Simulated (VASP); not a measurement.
Method: PBEsol GGA, VASP's PBE PAW potentials (set 64) (plane waves; VASP 6.6.1).

VASP ran on this input.

File KPOINTS:
```
Regular mesh
0
gamma
  12 12 7
```

INCAR:
```
SYSTEM = Zr
PREC = Accurate; ENCUT = 400; LREAL = .False.
LASPH = .True.
EDIFF = 1E-8; NELM = 100; ALGO = Normal
LMAXMIX = 4
ISMEAR = 1; SIGMA = 0.1
GGA = PS
IBRION = 1; NSW = 30; ISIF = 2
EDIFFG = -0.001
LWAVE = .False.; LCHARG = .False.
```

POSCAR:
```
Zr
1
    1.5897709225    -2.7535639584     0.0000000000
    1.5897709225     2.7535639584     0.0000000000
    0.0000000000     0.0000000000     5.1253340679
Zr
2
Direct
  0.3333330000   0.6666670000   0.2500000000
  0.6666670000   0.3333330000   0.7500000000
```

POTCAR, in this order: Zr_sv (PBE.64 set). Program: vasp_std.

### Question
What will the output report for the number of irreducible k-points (NKPTS), largest plane-wave count, number of space-group operations, FFT grid (NGX, NGY, NGZ)?

### Answer

| Item | Result |
|---|---|
| number of irreducible k-points (NKPTS) | 76 |
| largest plane-wave count | 830 |
| number of space-group operations | 24 |
| FFT grid (NGX, NGY, NGZ) | 24 × 24 × 36 |

The compound is Zr in the hcp structure. It was relaxed first. The start is the result of an earlier pass.
